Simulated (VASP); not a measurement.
# What spin-orbit coupling changes in Pb2Au, part 2 of 2

Aim: run bands, DOS and a relaxation of Pb2Au twice, without and with spin-orbit coupling. All runs use PBEsol. Left out of this account: 1 further run (fields: a reference on another mesh). The start is a computed cell from the Materials Project.

VASP 6.6.1, plane waves and PAW; the level of theory is named at each step.

Still holding for the runs below: The k-mesh is coarse for a metal.

So far. Step 4 (Total and projected DOS (PBEsol)): Of the states within 0.3 eV of the Fermi level, the largest shares in the PAW spheres are Pb p 27 %, Au d 10 % and Au p 6 %. The rest lies in smaller channels or between the spheres. Step 5 (Total and projected DOS (PBEsol + SOC)): The DOS at the Fermi level goes from 2.13 to 2.21 states/eV/cell, a number that is sensitive to the mesh. The run took 4.0 times the core time, with 96 spinor bands against 58.

### Step 6. Full relaxation (PBEsol)

This step: PBEsol; plane waves and PAW (Pb_d, Au) (VASP 6.6.1).

Last, the cell itself: ISIF = 3 frees volume, shape and positions, first without the coupling.

Input file INCAR:

```
SYSTEM = Pb2Au
PREC = Accurate
ENCUT = 400
EDIFF = 1E-06
NELM = 100
ISMEAR = -1
SIGMA = 0.05
LREAL = .FALSE.
ALGO = Normal
GGA = PS
NBANDS = 48
LASPH = .TRUE.
LORBIT = 11
LWAVE = .FALSE.
LCHARG = .FALSE.
KPAR = 4
IBRION = 2
NSW = 60
ISIF = 3
EDIFFG = -0.01
```

Input file POSCAR:

```
Pb2Au
1.0
   -3.7106617028      3.7158680482      2.8576328593
    3.7106617028     -3.7158680482      2.8576328593
    3.7106617028      3.7158680482     -2.8576328593
Pb Au
4 2
Direct
    0.1596572200      0.1595574500      0.3192146700
    0.6596572200      0.3404425500      0.0000997700
    0.3403427800      0.6595574500      0.9999002300
    0.8403427800      0.8404425500      0.6807853300
    0.7500000000      0.2500000000      0.5000000000
    0.2500000000      0.7500000000      0.5000000000
```

Input file KPOINTS:

```
Automatic mesh
0
Gamma
6 6 6
0 0 0
```

Potentials, in the order of the species: Pb_d and Au (PBE family, release 64).

Command:

```bash
> mpirun -np 4 vasp_std
```

Wall time 5.9 min (4 MPI ranks of AMD EPYC 7R43, shared host); peak memory 1.3 GiB; 20 min of CPU time.

The run keeps the 8 symmetry operations of its start, so it cannot find a distortion of lower symmetry.

Step by step:

| step | energy less that of the first step (eV) | largest force (eV/Å) | pressure (GPa) | volume (Å³) |
| --- | --- | --- | --- | --- |
| 1 | 0.0000 | 0.0427 | -2.42 | 157.61 |
| 2 | -0.0266 | 0.0764 | 1.69 | 148.72 |
| 3 | -0.0437 | 0.0271 | -0.01 | 152.03 |
| 4 | -0.0437 | 0.0296 | 0.04 | 151.92 |
| 5 | -0.0440 | 0.0205 | 0.04 | 151.88 |
| 6 | -0.0441 | 0.0034 | 0.05 | 151.80 |
| 7 | -0.0441 | 0.0017 | -0.06 | 152.03 |
| 8 | -0.0441 | 0.0024 | 0.00 | 151.91 |

```
conventional cell, symmetrised  before  after  change
                         a (Å)   7.421  7.328  -1.3 %
                         b (Å)   7.432  7.328  -1.4 %
                         c (Å)   5.715  5.657  -1.0 %
              volume (Å³/atom)   26.27  25.32  -3.6 %
```

Final coordinates:

```xyz
6
Lattice="-3.6635 3.6650 2.8286 3.6635 -3.6650 2.8286 3.6635 3.6650 -2.8286" Properties=species:S:1:pos:R:3 pbc="T T T"
Pb    1.1673    1.1683    0.0000
Pb   -1.1673    1.1683    2.8286
Pb    4.8308    2.4967    0.0000
Pb    2.4962    2.4967    2.8286
Au    0.0000    3.6650    1.4143
Au    3.6635    0.0000    1.4143
```

Numbers from this step:

```
bands                           : 48
free energy (TOTEN)             : -24.37 eV
energy at zero smearing         : -24.36 eV
Fermi energy                    : 7.83 eV
pressure                        : -0.003605 GPa
SCF cycles over all ionic steps : 63
```

It ends with a largest force of 0.002 eV/Å and a pressure of 0.00 GPa.

### Step 7. Relaxing cell and atoms (PBEsol + SOC)

This step: PBEsol, spin-orbit coupling; plane waves and PAW (Pb_d, Au) (VASP 6.6.1).

The same relaxation with spinors and spin-orbit coupling.

Edit INCAR of step 6 so:

```diff
@@ -10,4 +10,9 @@
 GGA = PS
-NBANDS = 48
+LNONCOLLINEAR = .TRUE.
+MAGMOM = 0 0 0 0 0 0 0 0 0 0 0 0 0 0 0 0 0 0
+NBANDS = 96
+GGA_COMPAT = .FALSE.
 LASPH = .TRUE.
+LSORBIT = .TRUE.
+LMAXMIX = 4
 LORBIT = 11
```

POSCAR is that of step 6.

KPOINTS is that of step 6.

Command:

```bash
> mpirun -np 4 vasp_ncl
```

It took 25 min on 4 MPI ranks; peak memory 3.9 GiB.

Step by step:

```
step  energy less that of the first step (eV)  largest force (eV/Å)  pressure (GPa)  volume (Å³)
   1                                   0.0000                0.0213           -2.61       157.61
   2                                  -0.0345                0.1026            1.73       148.06
   3                                  -0.0525                0.0539           -0.02       151.45
   4                                  -0.0525                0.0560            0.04       151.33
   5                                  -0.0530                0.0428            0.06       151.30
   6                                  -0.0538                0.0035            0.05       151.19
   7                                  -0.0538                0.0025            0.07       151.18
   8                                  -0.0538                0.0067           -0.10       151.56
   9                                  -0.0538                0.0036           -0.03       151.33
```

```csv
"conventional cell, symmetrised",before,after,change
a (Å),7.421,7.343,-1.1 %
b (Å),7.432,7.343,-1.2 %
c (Å),5.715,5.613,-1.8 %
volume (Å³/atom),26.27,25.22,-4.0 %
```

The atoms that moved most (Å, as changes of fractional coordinates times the final cell):

```
atom      dx      dy     dz  length
 Pb2   0.007  -0.008  0.000   0.011
 Pb4   0.007   0.008  0.000   0.011
 Pb1  -0.007  -0.008  0.000   0.011
 Pb3  -0.007   0.008  0.000   0.011
```

Final coordinates:

```xyz
6
Lattice="-3.6710 3.6718 2.8067 3.6710 -3.6718 2.8067 3.6710 3.6718 -2.8067" Properties=species:S:1:pos:R:3 pbc="T T T"
Pb    1.1641    1.1649    0.0000
Pb   -1.1641    1.1649    2.8067
Pb    4.8350    2.5069    0.0000
Pb    2.5069    2.5069    2.8067
Au    0.0000    3.6718    1.4034
Au    3.6710    0.0000    1.4034
```

This step gave:

- bands: 96
- free energy (TOTEN): -26.87 eV
- energy at zero smearing: -26.87 eV
- Fermi energy: 7.791 eV
- pressure: -0.02672 GPa
- SCF cycles over all ionic steps: 65

On-site spin-orbit energy by atom:

```
atom  on-site spin-orbit energy (eV)
 Pb1                           -1.03
 Pb2                           -1.03
 Pb3                           -1.03
 Pb4                           -1.03
 Au5                           -0.55
 Au6                           -0.55
```

The cell ends at 25.22 Å³/atom, -0.4 % from the run without the coupling. The run took 4.2 times the core time, with 96 spinor bands against 48.

The cell shrank by 4.0 % in volume. From the first step to the last the energy fell by 0.054 eV, and the largest move was 0.011 Å (Pb2 and 3 other atoms alike).

### Step 8. The runs together

| quantity | without | with spin-orbit coupling |
| --- | --- | --- |
| gap (eV) | none | none |
| core minutes, bands | 26 | 104 |
| DOS at the Fermi level (states/eV/cell) | 2.13 | 2.21 |
| core minutes, DOS | 6.4 | 25 |
| relaxed volume (Å³/atom) | 25.32 | 25.22 |
| core minutes, relaxation | 24 | 100 |

### Step 9. Outcome

| Item | Value |
| --- | --- |
| gap (eV), without → with | none → none |
| DOS at the Fermi level (states/eV/cell), without → with | 2.13 → 2.21 |
| relaxed volume (Å³/atom), without → with | 25.32 → 25.22 |

What this shows: Pb2Au has no gap with or without spin-orbit coupling. The relaxed volume moves by -0.4 %. The spinor runs cost 4.0 to 4.2 times as much, on a shared host. The k-sampling is coarse for a metal, so the Fermi level, pressures and the shape of the cell carry errors.

[Lines on the potential files, build, host, timing and source positions are cut from VASP's logs without a mark.]

[Logs are printed without paths, hosts, clocks, repeated set-up lines and the standing remarks that a program may print on its own settings, such as how far it seeks lower states.]

[Hosts, paths, dates, database ids (printed as entryN), source tags and the programs' standing remarks are cut or masked in the printed files.]

[A measured line is paired with the nearest computed mode of its activity, which favours agreement.]
